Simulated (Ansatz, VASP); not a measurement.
# Cross-check of Ti2CF2 (Ti2CF2 MXene monolayer) between VASP and Ansatz, part 2 of 2

Aim: how closely do two programs agree when they are given the same cell, functional and k mesh? Of the first pair: The structure shown is the start of the Ansatz relaxation below; VASP solves that cell, so the two are compared at the walk's first step.

VASP 6.6.1 and Ansatz 0.2.0.

So far: Set-up; Ansatz: relaxation, PBE with D3(BJ).

**3. VASP: single point, PBE with D3(BJ), start cell, pair 1**

Level of this step: PBE with D3(BJ), zero-moment start; plane waves and PAW (F, Ti_sv, C) (VASP).

The same cell, functional, mesh and smearing now go to VASP, with its own data sets.

Lines of VASP's logs that name or quote its potential files are left out, and so is its time.

INCAR

```
SYSTEM = Ti2CF2
PREC = Accurate
ENCUT = 520
EDIFF = 1E-06
NELM = 200
ISMEAR = -1
SIGMA = 0.05
LREAL = .FALSE.
ALGO = Normal
GGA = PE
IVDW = 12
NBANDS = 29
ISPIN = 2
MAGMOM = 0 0 0 0 -0
LASPH = .TRUE.
LMAXMIX = 4
LORBIT = 11
LWAVE = .FALSE.
LCHARG = .FALSE.
ISIF = 2
LDIPOL = .TRUE.
IDIPOL = 3
DIPOL = 0.5 0.5 0.5
LVHAR = .TRUE.
GGA_COMPAT = .FALSE.
NELMDL = -8
KPAR = 2
```

POSCAR

```
Ti2CF2
1.0
    3.1002400000      0.0000000000      0.0000000000
   -1.5501200000      2.6848870000      0.0000000000
    0.0000000000      0.0000000000     39.5755010000
F Ti C
2 2 1
Direct
    0.3333333333      0.6666666667      0.4459829833
    0.6666666667      0.3333333333      0.5540170167
    0.6666666667      0.3333333333      0.4690901576
    0.3333333333      0.6666666667      0.5309098424
    0.0000000000      0.0000000000      0.5000000000
```

KPOINTS

```
Automatic mesh
0
Gamma
12 12 1
0 0 0
```

Potentials, in the order of the species: F, Ti_sv and C (PBE family, release 64).

The run is started by

```bash
> mpirun -np 2 vasp_std
```

Numbers of over 12 decimals in the logs are rounded to 6 here.

Log:

```text
[banner, memory and clock lines left out]
running    2 mpi-ranks, on    1 nodes
 distrk:  each k-point on    1 cores,    2 groups
 distr:  one band on    1 cores,    1 groups

 POSCAR found type information on POSCAR F TiC
 POSCAR found :  3 types and       5 ions
 LDA part: xc-table for (Slater+PW92), standard interpolation
 POSCAR, INCAR and KPOINTS ok, starting setup
 FFT: planning ... GRIDC
 FFT: planning ... GRID_SOFT
 FFT: planning ... GRID
 WAVECAR not read
 entering main loop
       N       E                     dE             d eps       ncg     rms          rms(c)
DAV:   1     0.465046185656E+03    0.46505E+03   -0.20688E+04  2772   0.120E+03
DAV:   2     0.252816151146E+02   -0.43976E+03   -0.42986E+03  2780   0.363E+02
DAV:   3    -0.429607098422E+02   -0.68242E+02   -0.67616E+02  3198   0.144E+02
DAV:   4    -0.487450094130E+02   -0.57843E+01   -0.57618E+01  3381   0.389E+01
DAV:   5    -0.491832978110E+02   -0.43829E+00   -0.43815E+00  3105   0.773E+00
DAV:   6    -0.491935588485E+02   -0.10261E-01   -0.10260E-01  3367   0.151E+00
DAV:   7    -0.491938939182E+02   -0.33507E-03   -0.33507E-03  3118   0.216E-01
DAV:   8    -0.491938993777E+02   -0.54595E-05   -0.54590E-05  3415   0.332E-02    0.243E+01
DAV:   9    -0.388240746598E+02    0.10370E+02   -0.75369E+01  2696   0.681E+01    0.722E+00
DAV:  10    -0.384481981822E+02    0.37588E+00   -0.74666E+00  2682   0.221E+01    0.585E+00
DAV:  11    -0.382870948805E+02    0.16110E+00   -0.15294E+00  3054   0.742E+00    0.143E+00
DAV:  12    -0.382571764944E+02    0.29918E-01   -0.19663E-01  2887   0.360E+00    0.537E-01
DAV:  13    -0.382441161877E+02    0.13060E-01   -0.24346E-02  2916   0.107E+00    0.333E-01
DAV:  14    -0.382404858646E+02    0.36303E-02   -0.31159E-03  2970   0.424E-01    0.166E-01
[...]
DAV:  23    -0.382378660573E+02   -0.11441E-03   -0.70840E-06  2446   0.751E-03    0.299E-03
DAV:  24    -0.382378986063E+02   -0.32549E-04   -0.17369E-06  2414   0.679E-03    0.799E-04
DAV:  25    -0.382379264057E+02   -0.27799E-04   -0.10274E-06  2207   0.416E-03    0.614E-04
DAV:  26    -0.382379403759E+02   -0.13970E-04   -0.52974E-07  2164   0.253E-03    0.401E-04
DAV:  27    -0.382379448645E+02   -0.44885E-05   -0.86732E-08  2043   0.173E-03    0.226E-04
DAV:  28    -0.382379483119E+02   -0.34474E-05   -0.33120E-08  1730   0.107E-03    0.124E-04
DAV:  29    -0.382379497385E+02   -0.14266E-05   -0.11379E-08  1732   0.641E-04    0.685E-05
DAV:  30    -0.382379503026E+02   -0.56414E-06   -0.25650E-09  1671   0.327E-04
   1 F= -.39293482E+02 E0= -.39286379E+02  d E =-.142053E-01  mag=    -0.0000
```

Parts of OUTCAR (step 3):

```text
ion  position               nearest neighbor table
   1  0.333  0.667  0.446-   3 2.01   3 2.01   3 2.01
   2  0.667  0.333  0.554-   4 2.01   4 2.01   4 2.01
   3  0.667  0.333  0.469-   1 2.01   1 2.01   1 2.01   5 2.17   5 2.17   5 2.17
   4  0.333  0.667  0.531-   2 2.01   2 2.01   2 2.01   5 2.17   5 2.17   5 2.17
   5  0.000  0.000  0.500-   3 2.17   4 2.17   3 2.17   4 2.17   3 2.17   4 2.17

  LATTYP: Found a hexagonal cell.
 ALAT       =     3.1002400000
 C/A-ratio  =    12.7653023637

 Subroutine GETGRP returns: Found 12 space group operations
 (whereof 12 operations were pure point group operations)

The static configuration has the point symmetry D_3d.

 Found     19 irreducible k-points:

   k-points           NKPTS =     19   k-points in BZ     NKDIM =     19   number of bands    NBANDS=     29

   dimension x,y,z NGX =    24 NGY =   24 NGZ =  294
   dimension x,y,z NGXF=    48 NGYF=   48 NGZF=  588

   ENCUT  =  520.0 eV  38.22 Ry    6.18 a.u.   5.76  5.76 73.58*2*pi/ulx,y,z

   NELECT =      42.0000    total number of electrons

 k-points in reciprocal lattice and weights: Automatic mesh
   0.00000000  0.00000000  0.00000000       0.007
   0.08333333  0.00000000  0.00000000       0.042
   0.16666667 -0.00000000  0.00000000       0.042
   0.25000000 -0.00000000  0.00000000       0.042
   0.33333333  0.00000000  0.00000000       0.042
   0.41666667 -0.00000000  0.00000000       0.042
   0.50000000 -0.00000000  0.00000000       0.021
   0.08333333  0.08333333  0.00000000       0.042
   0.16666667  0.08333333  0.00000000       0.083
[...]
0.33333333  0.25000000  0.00000000       0.083
   0.33333333  0.33333333  0.00000000       0.014

 dipolmoment           0.000000      0.000000     -0.000000 electrons x Angstroem

 average (electrostatic) potential at core
       1 -83.7265       2 -83.7265       3 -82.2980       4 -82.2980       5 -54.8528

 E-fermi :  -0.4029

 spin component 1
 k-point     1 :       0.0000    0.0000    0.0000
  band No.  band energies     occupation
    ...
     18      -3.8788      1.00000
     19      -2.3561      1.00000
     20      -2.3561      1.00000
     21      -0.5477      0.94763
     22      -0.5477      0.94763
     23      -0.1642      0.00837
     24       0.6006      0.00000
     25       0.6063      0.00000
     26       0.6063      0.00000
     27       0.8391      0.00000
    ...

 k-point     2 :       0.0833    0.0000    0.0000
  band No.  band energies     occupation
    ...
     17      -8.5555      1.00000
     18      -3.8074      1.00000
     19      -2.7297      1.00000
     20      -2.4911      1.00000
     21      -0.5753      0.96917
     22      -0.3726      0.35311
     23      -0.0741      0.00139
     24       0.5341      0.00000
     25       0.6337      0.00000
     26       0.6587      0.00000
    ...

 k-point     3 :       0.1667   -0.0000    0.0000
  band No.  band energies     occupation
    ...
     17      -8.4381      1.00000
     18      -3.6965      1.00000
     19      -3.4626      1.00000
     20      -2.7490      1.00000
     21      -0.8362      0.99983
     22      -0.0156      0.00043
     23       0.2246      0.00000
     24       0.5403      0.00000
     25       0.8326      0.00000
     26       0.8399      0.00000
    ...

 k-point     4 :       0.2500   -0.0000    0.0000
  band No.  band energies     occupation
    ...
     17      -8.4799      1.00000
     18      -4.1509      1.00000
     19      -3.6818      1.00000
     20      -2.9626      1.00000
     21      -1.1512      1.00000
     22       0.3421      0.00000
     23       0.4922      0.00000
     24       0.6792      0.00000
     25       1.0959      0.00000
     26       1.2003      0.00000
    ...

 k-point     5 :       0.3333    0.0000    0.0000
  band No.  band energies     occupation
    ...
     17      -8.6947      1.00000
     18      -4.6358      1.00000
     19      -3.7305      1.00000
     20      -3.0832      1.00000
     21      -1.4209      1.00000
     22       0.5333      0.00000
     23       0.6761      0.00000
     24       0.9540      0.00000
     25       1.1828      0.00000
     26       1.3010      0.00000
    ...

 k-point     6 :       0.4167   -0.0000    0.0000
  band No.  band energies     occupation
    ...
     17      -8.8468      1.00000
     18      -4.9127      1.00000
     19      -3.7527      1.00000
     20      -3.1290      1.00000
     21      -1.6068      1.00000
     22       0.5154      0.00000
     23       0.9581      0.00000
     24       0.9610      0.00000
     25       1.3262      0.00000
     26       1.3663      0.00000
    ...

 Edisp (eV)   -1.05553

  Total       2.23483     2.23483     2.95122     0.00000     0.00000     0.00000
  in kB      10.86943    10.86944    14.35370     0.00000     0.00000     0.00000
  external pressure =       12.03 kB  Pullay stress =        0.00 kB

  energy-cutoff  :      520.00
  volume of cell :      329.42
      direct lattice vectors                 reciprocal lattice vectors
     3.100240000  0.000000000  0.000000000     0.322555673  0.186227577  0.000000000
    -1.550120000  2.684887000  0.000000000     0.000000000  0.372455154  0.000000000
     0.000000000  0.000000000 39.575501000     0.000000000  0.000000000  0.025268158

 POSITION                                       TOTAL-FORCE (eV/Angst)
 -----------------------------------------------------------------------------------
     -0.00000      1.78992     17.65000        -0.000000      0.000000     -3.493099
      1.55012      0.89496     21.92550         0.000000      0.000000      3.493099
      1.55012      0.89496     18.56448         0.000000     -0.000000      4.860320
     -0.00000      1.78992     21.01102        -0.000000      0.000000     -4.860320
      0.00000      0.00000     19.78775        -0.000000      0.000000      0.000000
 -----------------------------------------------------------------------------------
    total drift:                                0.000000     -0.000000      0.000000

  FREE ENERGIE OF THE ION-ELECTRON SYSTEM (eV)
  ---------------------------------------------------
  free  energy   TOTEN  =       -39.2934821090 eV

  energy  without entropy=      -39.2792768428  energy(sigma->0) =      -39.28637948

 vacuum level on the upper side and lower side of the slab         1.796         1.796

 total charge
# of ion       s       p       d       tot
------------------------------------------
    1        1.740   4.415   0.000   6.154
    2        1.740   4.415   0.000   6.154
    3        2.171   6.188   1.991  10.350
    4        2.171   6.188   1.991  10.350
    5        0.881   1.525   0.000   2.406
--------------------------------------------------
tot          8.703  22.729   3.982  35.414

 magnetization (x)
# of ion       s       p       d       tot
------------------------------------------
    1        0.000   0.000   0.000   0.000
    2        0.000   0.000   0.000   0.000
    3       -0.000   0.000  -0.000  -0.000
    4       -0.000   0.000  -0.000  -0.000
    5        0.000   0.000   0.000   0.000
--------------------------------------------------
tot          0.000   0.000  -0.000  -0.000

[... 2 further parts left out ...]
```

This run allows spin, but its moments start at zero, where symmetry between the spins tends to hold them, although Ti can carry a moment.

**4. Side by side**

Known differences besides the potentials themselves: Ansatz cuts the interaction across the vacuum, VASP repeats the sheet with a dipole correction; the cutoff is 420 eV in Ansatz and 520 eV in VASP. Total energies have different zeros and are not compared.

Forces (eV/Å; atoms numbered as in POSCAR):

```tsv
atom	Ansatz x, y, z	VASP x, y, z
F1	0.000, 0.000, -3.446	0.000, 0.000, -3.493
F2	0.000, 0.000, 3.446	0.000, 0.000, 3.493
Ti3	0.000, 0.000, 4.833	0.000, 0.000, 4.860
Ti4	0.000, 0.000, -4.833	0.000, 0.000, -4.860
C5	0.000, 0.000, 0.000	0.000, 0.000, 0.000
```

The forces differ by 20 meV/Å r.m.s., which is 0.9 % of the r.m.s. force of 2.186 eV/Å (both taken over all components). Moments aren't recorded for both runs of this pair, so they may hold unlike magnetic states. With vacuum in the cell, a pressure given here is an average over mostly empty space and none of the material.

**5. Ansatz: relaxation, PBE with D3(BJ)**

This run makes the geometry at which the two programs are then compared.

The structure compared here is the end of the Ansatz relaxation.

input.yaml

```yaml
crystal:
  lattice:
    - [3.10024, 0.0, 0.0]
    - [-1.55012, 2.6848865978, 0.0]
    - [0.0, 0.0, 39.5755009083]
  atoms:
    - { symbol: F, position: [0.3333333333, 0.6666666667, 0.4459829843] }
    - { symbol: Ti, position: [0.6666666667, 0.3333333333, 0.4690901674], spin: 1.0 }
    - { symbol: C, position: [0.0, 0.0, 0.5] }
    - { symbol: Ti, position: [0.3333333333, 0.6666666667, 0.5309098326], spin: 1.0 }
    - { symbol: F, position: [0.6666666667, 0.3333333333, 0.5540170157] }
  periodic: [true, true, false]
magnetization:
  spin_polarized: true
kpoints:
  mp_grid: { grid: [12, 12, 1] }
hamiltonian:
  xc: pbe
  dispersion: d3bj
  pseudopotentials: { kind: paw, azcp: { folder: soft_1 } }
scf:
  occupations: { method: fermi_dirac, width: 0.05 }
  convergence: { dr2_threshold: 1.0e-09 }
relax:
  f_tol: 0.004
  max_steps: 90
  cell: {}
output:
  write_potential: true
  write_density: true
  volumetric_format: npy
```

The run is started by

```bash
> ansatz run input.yaml --threads 2 --pin off --max-ram 3072MiB --backend cpu --events-out ev --progress --plain --runs-dir out
```

Log:

```text
[...]
Crystal: 5 atoms, lattice volume = 329.418 Å³
Basis set: ecut = 420 eV, 6421 PW (Γ), exchange–correlation on 48×48×540 points (8 copies of the dense FFT grid, shifted against one another)
Bands: 27, of which v1, the nominal top of the filled ones, is band 21 counted from 1 (20 counted from 0)
[...]
cell:  # Å, volume = 314.6011 Å³
    - [3.029714, 0, 0]
    - [-1.514857, 2.623809, 0]
    - [0, 0, 39.5755009083]
  atoms:
    - { symbol: F, position: [0.333333, 0.666667, 0.439484] }
    - { symbol: Ti, position: [0.666667, 0.333333, 0.471214] }
    - { symbol: C, position: [0, 0, 0.500000] }
    - { symbol: Ti, position: [0.333333, 0.666667, 0.528786] }
    - { symbol: F, position: [0.666667, 0.333333, 0.560516] }
[key lines of the parts left out:]
SCF converged after 4 iterations
Magnetization: 0.0000 μB (21.0000 up, 21.0000 down)
Free energy (F): -6873.574401 eV
Fermi energy:    -4.772066 eV
P = ½ c Tr σ = -0.0074 N/m
```

**6. VASP: single point, PBE with D3(BJ), relaxed cell, pair 2**

The same cell, functional, mesh and smearing now go to VASP, with its own data sets.

INCAR is that of step 3.

POSCAR

```
Ti2CF2
1.0
    3.0297136823      0.0000000000      0.0000000000
   -1.5148568412      2.6238090151      0.0000000000
    0.0000000000      0.0000000000     39.5755009083
F Ti C
2 2 1
Direct
    0.3333333333      0.6666666667      0.4394842291
    0.6666666667      0.3333333333      0.5605157709
    0.6666666667      0.3333333333      0.4712141299
    0.3333333333      0.6666666667      0.5287858701
    0.0000000000      0.0000000000      0.5000000000
```

KPOINTS is that of step 3.

The run is started by

```bash
> mpirun -np 2 vasp_std
```

Log:

```text
[... set-up lines as in an earlier step ...]
 entering main loop
       N       E                     dE             d eps       ncg     rms          rms(c)
DAV:   1     0.466909334530E+03    0.46691E+03   -0.20795E+04  2772   0.121E+03
DAV:   2     0.239373433937E+02   -0.44297E+03   -0.43289E+03  2810   0.365E+02
DAV:   3    -0.439411359533E+02   -0.67878E+02   -0.67232E+02  3208   0.144E+02
DAV:   4    -0.497417345329E+02   -0.58006E+01   -0.57860E+01  3383   0.393E+01
[...]
DAV:  28    -0.395211325308E+02   -0.20649E-05   -0.34328E-08  1362   0.917E-04    0.157E-04
DAV:  29    -0.395211343363E+02   -0.18055E-05   -0.18951E-08  1468   0.756E-04    0.199E-04
DAV:  30    -0.395211346440E+02   -0.30776E-06   -0.29784E-09  1377   0.419E-04
   1 F= -.40622273E+02 E0= -.40613467E+02  d E =-.176106E-01  mag=    -0.0000
```

From OUTCAR (step 6):

```text
 Edisp (eV)   -1.10114

  Total       0.09000     0.09000     0.03964    -0.00000    -0.00000    -0.00000
  in kB       0.45834     0.45834     0.20185    -0.00000    -0.00000    -0.00000
  external pressure =        0.37 kB  Pullay stress =        0.00 kB

 POSITION                                       TOTAL-FORCE (eV/Angst)
 -----------------------------------------------------------------------------------
     -0.00000      1.74921     17.39281        -0.000000      0.000000     -0.023793
      1.51486      0.87460     22.18269         0.000000      0.000000      0.023793
      1.51486      0.87460     18.64854         0.000000     -0.000000     -0.009867
     -0.00000      1.74921     20.92697         0.000000      0.000000      0.009867
      0.00000      0.00000     19.78775        -0.000000      0.000000      0.000000
 -----------------------------------------------------------------------------------
    total drift:                                0.000000      0.000000      0.000000

  FREE ENERGIE OF THE ION-ELECTRON SYSTEM (eV)
  ---------------------------------------------------
  free  energy   TOTEN  =       -40.6222726480 eV

  energy  without entropy=      -40.6046620825  energy(sigma->0) =      -40.61346737

[... 2 parts as in an earlier step ...]

[... 2 further parts left out ...]
[key lines of the parts left out:]
E-fermi :  -2.6638
```

**7. Comparison**

At this near-relaxed geometry the largest component of a force difference is 24 meV/Å. With vacuum in the cell, a pressure given here is an average over mostly empty space and none of the material.

**8. Outcome**

```
r.m.s. force difference (single point, PBE with D3(BJ), start cell, pair 1)   : 0.91 % of the r.m.s. force
r.m.s. force difference (single point, PBE with D3(BJ), relaxed cell, pair 2) : 9.4 meV/Å
```

**Reading.** The r.m.s. force difference is 9.4 meV/Å (single point, PBE with D3(BJ), relaxed cell, pair 2), within the 12 meV/Å picked in this series as the mark of a large difference. Such differences can come from data sets, numerical settings and the points named under the comparisons, not from the functional's error against experiment.

[Lines on the potential files, build, host, timing and source positions are cut from VASP's logs without a mark.]

[Logs are printed without paths, hosts, clocks, repeated set-up lines and the standing remarks that a program may print on its own settings, such as how far it seeks lower states.]

[Hosts, paths, dates, database ids (printed as entryN), source tags and the programs' standing remarks are cut or masked in the printed files.]
